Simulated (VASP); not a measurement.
**A VASP study of GaN (r2SCAN): structure first, properties next**

How well does r2SCAN reproduce what experiment finds for GaN? The cell is relaxed first, and properties follow on it. The steps: relaxing cell and atoms (r2SCAN), second relaxation, single point with fields (r2SCAN), bands along the symmetry lines (r2SCAN), total and projected DOS (r2SCAN), zone-centre phonons (r2SCAN), optical spectrum (r2SCAN), band structure (r2SCAN + SOC), bands along the symmetry lines (HSE06) and bands along the symmetry lines (TB-mBJ). The start is a cell from a database of measured crystal structures.

Method: r2SCAN; plane waves and PAW (Ga_d, N), in the first sound run; inputs show where later runs differ, in VASP 6.6.1.

**Measured values to reproduce.**

For GaN, wurtzite (bulk w-GaN, literature), “Vacancy defect in bulk and at (10overline10) surface of GaN: A combined first-principles theoretical and experimental analysis” (2017, arxiv:1710.05670) quotes earlier work: lattice constant a (a, Expt. column of Table I) 3.189 Å; lattice constant c (c, Expt. column of Table I) 5.186 Å.

“Studying electronic properties in GaN without electrical contacts using γ-γ vs e−-γ Perturbed Angular Correlations” (2019, pmc:6823545) quotes from earlier work for GaN, wurtzite (bulk crystal): band gap (direct gap at Gamma, earlier experiment) 3.503 ± 0.005 eV [Cited literature value; temperature and sample not stated].

“Optical phonon modulation in semiconductors by surface acoustic waves” (2016, arxiv:1601.01883) reports for GaN, wurtzite, by Raman backscattering, 473 nm excitation ((0001) GaN substrate, no acoustic wave, 300 K): Raman mode (E2(high)) 570 cm⁻¹.

Most raw output is cut from this account.

The database entry behind the starting cell differs from later determinations by our own check (about 0.3 % short, ideal inner coordinate), so it need not match the best structure at ambient conditions.

**1. The starting structure**

Before any relaxation, the start is as follows. The structure is hexagonal, space group P6_3mc (No. 186). Conventional cell: a = 3.180 Å, b = 3.180 Å, c = 5.166 Å, α = 90.00°, β = 90.00°, γ = 120.00°. Ga has 4 N at 1.94 to 1.95 Å nearest. Nearest to N lie 4 Ga at 1.94 to 1.95 Å. Farther neighbours and most contacts between anions are not listed.

**2. Relaxing cell and atoms (r2SCAN)**

Properties are meant for the cell that this level of theory prefers, so cell and atoms are relaxed first (ISIF = 3) until forces and stress are small; EDIFFG sets the threshold. r2SCAN adds the kinetic-energy density, costs more than a GGA and is run with LASPH.

Input file INCAR:

```
SYSTEM = GaN
PREC = Accurate
ENCUT = 520
EDIFF = 1E-06
NELM = 100
ISMEAR = 0
SIGMA = 0.05
LREAL = .FALSE.
ALGO = Normal
METAGGA = R2SCAN
LASPH = .TRUE.
NBANDS = 24
LORBIT = 11
LWAVE = .FALSE.
LCHARG = .FALSE.
KPAR = 4
IBRION = 2
NSW = 60
ISIF = 3
EDIFFG = -0.01
```

Input file POSCAR:

```
GaN
1.0
    3.1800000000      0.0000000000      0.0000000000
   -1.5900000000      2.7539607840      0.0000000000
    0.0000000000      0.0000000000      5.1660000000
Ga N
2 2
Direct
    0.3333333333      0.6666666667      0.0000000000
    0.6666666667      0.3333333333      0.5000000000
    0.3333333333      0.6666666667      0.3750000000
    0.6666666667      0.3333333333      0.8750000000
```

Input file KPOINTS:

```
Automatic mesh
0
Gamma
7 7 4
0 0 0
```

The projector-augmented-wave data sets are Ga_d and N (PBE family, release 64).

The run is started by

```bash
$ mpirun -np 4 vasp_std
```

The job ended after 80 s (4 MPI ranks of Intel Xeon 6975P-C (Granite Rapids), shared host; peak memory 0.69 GiB; 4.7 min of CPU time).

The gap is read on the k-mesh alone, so it is an upper bound where the band edges lie off the mesh. The PAW data sets were made with PBE, which is usual practice but a small mismatch for other functionals. The run keeps the 12 symmetry operations of its start, so it cannot find a distortion of lower symmetry.

Relaxation path:

| step | energy less that of the first step (eV) | largest force (eV/Å) | pressure (GPa) | volume (Å³) |
| --- | --- | --- | --- | --- |
| 1 | 0.0000 | 0.1369 | 2.24 | 45.24 |
| 2 | 0.0006 | 0.0848 | -2.28 | 46.28 |
| 3 | -0.0047 | 0.0218 | -0.02 | 45.73 |
| 4 | -0.0047 | 0.0192 | -0.08 | 45.74 |
| 5 | -0.0047 | 0.0012 | 0.13 | 45.72 |
| 6 | -0.0047 | 0.0004 | 0.06 | 45.72 |

| conventional cell, symmetrised | before | after | change |
| --- | --- | --- | --- |
| a (Å) | 3.180 | 3.188 | +0.3 % |
| b (Å) | 3.180 | 3.188 | +0.3 % |
| c (Å) | 5.166 | 5.194 | +0.5 % |
| volume (Å³/atom) | 11.31 | 11.43 | +1.1 % |

The relaxed structure:

```
Ga N
1.0
     3.18818    0.00000    0.00000
    -1.59409    2.76105    0.00000
     0.00000    0.00000    5.19419
Ga N
2 2
Direct
  0.33333 0.66667 0.99920
  0.66667 0.33333 0.49920
  0.33333 0.66667 0.37580
  0.66667 0.33333 0.87580
```

A gap read on the k-mesh alone can miss the band edges.

Numbers from this step:

```yaml
electrons: 36
bands: 24
irreducible_k_points: 24
symmetry_operations: 12
free_energy_toten: -43.82 eV
fermi_energy: 5.332 eV
pressure: 0.06004 GPa
metallic: no
valence_top_at_k: 0, 0, 0
conduction_bottom_at_k: 0, 0, 0
least_direct_gap_at_k: 0, 0, 0
scf_cycles_over_all_ionic_steps: 43
gap_on_the_k_mesh: 2.305 eV
least_direct_gap_on_the_k_mesh: 2.305 eV
```

It ends with forces under 0.001 eV/Å and a pressure of 0.06 GPa. The volume lies +1.1 % from that of the database's start.

**3. Second relaxation**

The basis stayed that of the start cell while the cell moved. A rerun from the cell reached resets it; the error of the finite cutoff stays.

INCAR is that of step 2.

Input file POSCAR:

```
GaN
1.0
    3.1881844855      0.0000000000      0.0000000000
   -1.5940922428      2.7610487564      0.0000000000
    0.0000000000      0.0000000000      5.1941922383
Ga N
2 2
Direct
    0.3333333333      0.6666666667      0.9991975713
    0.6666666667      0.3333333333      0.4991975713
    0.3333333333      0.6666666667      0.3758024287
    0.6666666667      0.3333333333      0.8758024287
```

KPOINTS is that of step 2.

The run is started by

```bash
$ mpirun -np 4 vasp_std
```

The job ended after 44 s (4 MPI ranks; peak memory 0.69 GiB).

Little changed from the start: no atom moved by 0.005 Å and no cell edge by 0.1 %.

Numbers from this step:

```yaml
fermi_energy: 5.327 eV
pressure: 0.04016 GPa
scf_cycles_over_all_ionic_steps: 24
gap_on_the_k_mesh: 2.303 eV
least_direct_gap_on_the_k_mesh: 2.303 eV
```

It ends with a largest force of 0.004 eV/Å and a pressure of 0.04 GPa. The volume moved by only 0.04 %, so the volume is settled.

**4. Single point with fields (r2SCAN)**

A single point on the relaxed cell gives a clean self-consistent state, with density, ELF and potential written out.

Edit INCAR of step 3 so:

```diff
@@ -14,7 +14,5 @@
 LWAVE = .FALSE.
-LCHARG = .FALSE.
-KPAR = 4
-IBRION = 2
-NSW = 60
-ISIF = 3
-EDIFFG = -0.01
+LCHARG = .TRUE.
+ISIF = 2
+LELF = .TRUE.
+LVHAR = .TRUE.
```

Input file POSCAR:

```
GaN
1.0
    3.1888555310      0.0000000000      0.0000000000
   -1.5944277655      2.7616298988      0.0000000000
    0.0000000000      0.0000000000      5.1940668973
Ga N
2 2
Direct
    0.3333333333      0.6666666667      0.9991932276
    0.6666666667      0.3333333333      0.4991932276
    0.3333333333      0.6666666667      0.3758067724
    0.6666666667      0.3333333333      0.8758067724
```

KPOINTS is that of step 3.

The run is started by

```bash
$ mpirun -np 4 vasp_std
```

Wall time 20 s (4 MPI ranks); peak memory 0.5 GiB; 73 s of CPU time.

This step gave:

```
SCF cycles : 14
pressure   : 0.01179 GPa
```

Valence electrons inside each PAW sphere by angular momentum. Sphere charges, by row:

| atom | s (e) | p (e) | d (e) | tot (e) |
| --- | --- | --- | --- | --- |
| Ga1 | 0.754 | 0.875 | 10.19 | 11.82 |
| Ga2 | 0.754 | 0.875 | 10.19 | 11.82 |
| N3 | 1.232 | 2.545 | 0 | 3.776 |
| N4 | 1.232 | 2.545 | 0 | 3.776 |

Electrostatic potential energy in the ac plane at fractional y = 0.333, with atoms of Ga and N within 0.2 Å of it. With pseudopotentials it is smooth inside the atoms' cores, unlike the true potential.

Ten even steps from '_' (-48 eV) to '@' (3 eV):
```
@@%%######%%@@@@##==..__::##%%@@
@@%%%%%%%%%%@@%%++________--%%@@
@@@@@@%%@@@@@@%%--__::--__..##@@
@@@@@@@@@@@@@@%%==__....__::##@@
@@@@@@@@@@@@@@@@**..______++%%@@
@@@@@@@@@@@@@@@@%%##====**%%@@@@
@@@@@@@@@@@@@@@@@@@@%%%%%%@@@@@@
@@@@@@@@@@@@@@@@@@%%%%%%%%@@@@@@
@@@@@@@@@@@@@@%%##**++++**##%%@@
@@@@@@@@@@@@@@##++==------==**%%
@@@@@@@@@@@@%%++--::......--++##
%%@@@@@@@@@@##==::________..==**
%%@@@@@@@@@@##==::________..--**
%%@@@@@@@@@@##==::________..==**
@@@@@@@@@@@@%%++--....__..--++##
@@@@@@@@@@@@@@##++----::--==**%%
@@@@@@@@@@@@@@%%##**++++++##%%@@
@@@@@@@@@@@@@@@@@@%%%%##%%@@@@@@
@@@@@@@@@@@@@@@@@@@@@@@@@@@@@@@@
@@@@@@@@@@@@@@@@@@@@@@@@@@@@@@@@
@@@@@@@@@@@@@@@@@@@@@@@@@@@@@@@@
@@@@@@@@@@@@@@@@@@@@@@@@@@@@@@@@
@@@@%%%%@@@@@@@@@@@@@@@@@@@@@@@@
@@%%%%##%%%%@@@@@@@@@@@@@@@@@@@@
%%%%######%%@@@@@@@@@@@@@@@@@@@@
%%########%%@@@@@@%%####%%@@@@@@
```
Columns run along a (3.2 Å; values clipped at the 3rd and 97th percentile), rows up along c (5.2 Å). Atoms in or near the plane, at fractional coordinates: Ga at (0.67, 0.50), N at (0.67, 0.88).

Valence density in the ac plane at fractional y = 0.333, with atoms of Ga and N within 0.2 Å of it. It is the smooth field of the valence electrons, not physical close to the nuclei.

Ten steps, logarithmic in the rise over the least value, from '_' (0 e/Å³) to '@' (16 e/Å³):
```
::::::::::::::--==++++**++==----
::::::::::::--==++********++==--
::........::--==++**********==--
::..........::==++********++==--
....______..::--==++******++--::
..________....::--==++++++==--::
____________..::----======--::..
____________....::--------::::..
____________....::--====--::::..
____________..::==++******==::..
..________....--**##%%%%%%**==::
............::==##%%@@@@@@##++--
::........::::++##@@@@@@@@%%**--
::::::::::::::==##%%@@@@@@##++--
::::::::::::::--**##%%%%%%**==::
::::::::::::::::==++******==--::
::::::::::::::::::----==--::::::
..::::::::......................
..............________________..
__..........____________________
____......______________________
____....________________________
__..........____________________
................................
..::::::::::..::::::----::::::..
::::::::::::::::--========----::
```
Columns run along a (3.2 Å), rows up along c (5.2 Å). Atoms in or near the plane, at fractional coordinates: Ga at (0.67, 0.50), N at (0.67, 0.88).

ELF in the ac plane at fractional y = 0.333, with atoms of Ga and N within 0.2 Å of it. It is the smooth field of the valence electrons, not physical close to the nuclei.

Values, 22 rows by 16 columns, each cell a mean:
```
0.38 0.24 0.20 0.20 0.23 0.33 0.56 0.76 0.82 0.79 0.69 0.67 0.76 0.82 0.80 0.64
0.47 0.25 0.18 0.18 0.23 0.39 0.64 0.80 0.82 0.67 0.39 0.33 0.58 0.79 0.83 0.73
0.51 0.27 0.16 0.15 0.22 0.43 0.67 0.80 0.80 0.59 0.26 0.20 0.49 0.76 0.81 0.74
0.49 0.25 0.13 0.12 0.20 0.41 0.64 0.77 0.80 0.71 0.54 0.50 0.66 0.78 0.79 0.69
0.40 0.19 0.09 0.08 0.15 0.32 0.55 0.71 0.79 0.81 0.80 0.80 0.81 0.80 0.74 0.61
0.26 0.11 0.05 0.05 0.09 0.20 0.39 0.57 0.69 0.77 0.80 0.80 0.78 0.72 0.61 0.45
0.15 0.07 0.04 0.04 0.06 0.12 0.23 0.33 0.41 0.48 0.52 0.53 0.49 0.43 0.36 0.26
0.13 0.09 0.07 0.07 0.08 0.11 0.16 0.21 0.26 0.29 0.31 0.31 0.30 0.27 0.23 0.17
0.16 0.16 0.16 0.16 0.16 0.16 0.18 0.22 0.20 0.15 0.12 0.12 0.14 0.19 0.22 0.19
0.21 0.27 0.32 0.32 0.30 0.23 0.23 0.22 0.14 0.06 0.04 0.05 0.05 0.10 0.20 0.23
0.28 0.41 0.49 0.50 0.45 0.33 0.28 0.23 0.11 0.03 0.09 0.12 0.02 0.08 0.19 0.27
0.38 0.55 0.62 0.62 0.58 0.44 0.33 0.27 0.15 0.05 0.04 0.04 0.04 0.10 0.24 0.30
0.47 0.62 0.66 0.66 0.64 0.53 0.37 0.30 0.22 0.12 0.07 0.07 0.10 0.18 0.27 0.32
0.51 0.62 0.65 0.65 0.63 0.56 0.40 0.28 0.24 0.21 0.18 0.17 0.19 0.23 0.25 0.33
0.49 0.57 0.61 0.61 0.59 0.52 0.40 0.27 0.20 0.20 0.20 0.20 0.20 0.19 0.22 0.34
0.40 0.48 0.53 0.53 0.50 0.43 0.33 0.23 0.16 0.13 0.13 0.13 0.13 0.14 0.18 0.28
0.26 0.34 0.40 0.40 0.37 0.29 0.20 0.13 0.09 0.07 0.06 0.06 0.06 0.07 0.11 0.17
0.15 0.21 0.24 0.25 0.22 0.17 0.12 0.08 0.06 0.05 0.05 0.04 0.05 0.05 0.06 0.10
0.13 0.15 0.17 0.17 0.16 0.14 0.11 0.10 0.11 0.12 0.13 0.13 0.12 0.11 0.10 0.11
0.16 0.16 0.18 0.18 0.17 0.16 0.17 0.22 0.29 0.34 0.37 0.38 0.36 0.31 0.25 0.18
0.21 0.20 0.20 0.20 0.20 0.21 0.28 0.42 0.55 0.61 0.64 0.64 0.62 0.58 0.47 0.31
0.28 0.22 0.21 0.21 0.22 0.26 0.41 0.61 0.74 0.77 0.77 0.77 0.77 0.76 0.68 0.47
```
Columns run along a (3.2 Å), rows up along c (5.2 Å). Atoms in or near the plane, at fractional coordinates: Ga at (0.67, 0.50), N at (0.67, 0.88).

In this run the pressure is 0.01 GPa, small enough to go on.

**5. Bands along the symmetry lines (r2SCAN)**

The mesh alone shows little of the dispersion and can miss band extrema, so KPOINTS_OPT adds a path through the symmetry points after the self-consistent cycle.

Input file INCAR:

```
SYSTEM = GaN
PREC = Accurate
ENCUT = 520
EDIFF = 1E-06
NELM = 100
ISMEAR = 0
SIGMA = 0.05
LREAL = .FALSE.
ALGO = Normal
METAGGA = R2SCAN
LASPH = .TRUE.
NBANDS = 32
LORBIT = 11
LWAVE = .FALSE.
LCHARG = .FALSE.
KPAR = 4
```

POSCAR is that of step 4.

KPOINTS is that of step 4.

Input file KPOINTS_OPT:

```
Line mode
16
Line-mode
Reciprocal
  0.00000000   0.00000000   0.00000000 GAMMA
  0.50000000   0.00000000   0.00000000 M

  0.50000000   0.00000000   0.00000000 M
  0.33333333   0.33333333   0.00000000 K

  0.33333333   0.33333333   0.00000000 K
  0.00000000   0.00000000   0.00000000 GAMMA

  0.00000000   0.00000000   0.00000000 GAMMA
  0.00000000   0.00000000   0.50000000 A

  0.00000000   0.00000000   0.50000000 A
  0.50000000   0.00000000   0.50000000 L

  0.50000000   0.00000000   0.50000000 L
  0.33333333   0.33333333   0.50000000 H

  0.33333333   0.33333333   0.50000000 H
  0.00000000   0.00000000   0.50000000 A

  0.50000000   0.00000000   0.50000000 L
  0.50000000   0.00000000   0.00000000 M

  0.33333333   0.33333333   0.00000000 K
  0.33333333   0.33333333   0.50000000 H
```

The run is started by

```bash
$ mpirun -np 4 vasp_std
```

Wall time 75 s (4 MPI ranks); peak memory 0.79 GiB.

Spin-orbit coupling is off here; it would split degenerate levels.

This step gave:

```
bands                             : 32
Fermi energy                      : 5.307 eV
pressure                          : -0.04965 GPa
least gap on mesh and path        : 2.302 eV
least direct gap on mesh and path : 2.303 eV
```

Electronic bands along the path, in eV, zero at the valence-band top; v1 is the highest filled band, c1 the lowest empty one:

| point | v4 | v3 | v2 | v1 | c1 | c2 | c3 | c4 |
| --- | --- | --- | --- | --- | --- | --- | --- | --- |
| Γ | -1.06 | -0.04 | 0.00 | 0.00 | 2.30 | 4.78 | 9.92 | 10.56 |
| 0.53 of the way | -3.15 | -2.12 | -0.82 | -0.56 | 4.90 | 6.48 | 7.79 | 9.13 |
| M | -4.28 | -2.82 | -2.23 | -1.02 | 5.56 | 6.09 | 6.53 | 9.30 |
| 0.47 of the way | -4.26 | -3.56 | -2.37 | -1.84 | 6.11 | 7.01 | 7.08 | 9.16 |
| K | -5.38 | -3.03 | -3.03 | -2.78 | 5.59 | 8.47 | 8.47 | 9.05 |
| 0.47 of the way | -4.00 | -2.64 | -1.19 | -1.03 | 5.66 | 7.42 | 7.84 | 8.21 |
| Γ | -1.06 | -0.04 | 0.00 | 0.00 | 2.30 | 4.78 | 9.92 | 10.56 |
| 0.47 of the way | -0.93 | -0.93 | -0.14 | -0.14 | 3.41 | 4.87 | 9.55 | 10.33 |
| A | -0.54 | -0.54 | -0.54 | -0.54 | 4.73 | 4.73 | 9.15 | 9.15 |
| 0.47 of the way | -2.07 | -2.07 | -1.25 | -1.25 | 5.78 | 5.78 | 8.24 | 8.24 |
| L | -1.99 | -1.99 | -1.94 | -1.94 | 4.87 | 4.87 | 8.38 | 8.38 |
| 0.53 of the way | -3.37 | -3.37 | -1.62 | -1.62 | 5.95 | 5.95 | 8.72 | 8.72 |
| H | -4.27 | -4.27 | -1.52 | -1.52 | 6.98 | 6.98 | 7.86 | 7.86 |
| 0.47 of the way | -2.29 | -2.29 | -1.88 | -1.88 | 6.19 | 6.19 | 8.36 | 8.36 |
| A | -0.54 | -0.54 | -0.54 | -0.54 | 4.73 | 4.73 | 9.15 | 9.15 |
| jump to L | -1.99 | -1.99 | -1.94 | -1.94 | 4.87 | 4.87 | 8.38 | 8.38 |
| 0.47 of the way | -3.25 | -2.56 | -1.69 | -1.37 | 4.71 | 5.58 | 8.24 | 8.39 |
| M | -4.28 | -2.82 | -2.23 | -1.02 | 5.56 | 6.09 | 6.53 | 9.30 |
| jump to K | -5.38 | -3.03 | -3.03 | -2.78 | 5.59 | 8.47 | 8.47 | 9.05 |
| 0.47 of the way | -5.11 | -3.23 | -2.31 | -2.31 | 6.27 | 7.86 | 7.86 | 8.84 |
| H | -4.27 | -4.27 | -1.52 | -1.52 | 6.98 | 6.98 | 7.86 | 7.86 |

Of the projections kept (Ga, N), the largest for each band there; the rest of the weight can lie on other orbitals:

| point | v4 | v3 | v2 | v1 | c1 | c2 | c3 | c4 |
| --- | --- | --- | --- | --- | --- | --- | --- | --- |
| Γ | N 0.72 | N 0.78 | N 0.78 | N 0.78 | N 0.57 | Ga 0.72 | N 0.80 | Ga 1.00 |
| M | N 0.56 | N 0.66 | N 0.64 | N 0.73 | Ga 0.89 | Ga 0.61 | Ga 0.54 | N 0.63 |
| K | N 0.56 | N 0.62 | N 0.62 | N 0.64 | Ga 0.90 | N 0.54 | N 0.54 | N 0.69 |
| Γ | N 0.72 | N 0.78 | N 0.78 | N 0.78 | N 0.57 | Ga 0.72 | N 0.80 | Ga 1.00 |
| A | N 0.74 | N 0.74 | N 0.74 | N 0.74 | N 0.53 | N 0.53 | Ga 0.64 | Ga 0.64 |
| L | N 0.68 | N 0.68 | N 0.68 | N 0.68 | Ga 0.75 | Ga 0.75 | Ga 0.78 | Ga 0.78 |

The path finds the gap of the mesh within 0.02 eV, so the mesh comes close to both band edges.

(Continued in part 2 of 3.)

[Lines on the potential files, build, host, timing and source positions are cut from VASP's logs without a mark.]

[Logs are printed without paths, hosts, clocks, repeated set-up lines and the standing remarks that a program may print on its own settings, such as how far it seeks lower states.]

[Hosts, paths, dates, database ids (printed as entryN), source tags and the programs' standing remarks are cut or masked in the printed files.]

[A measured line is paired with the nearest computed mode of its activity, which favours agreement.]
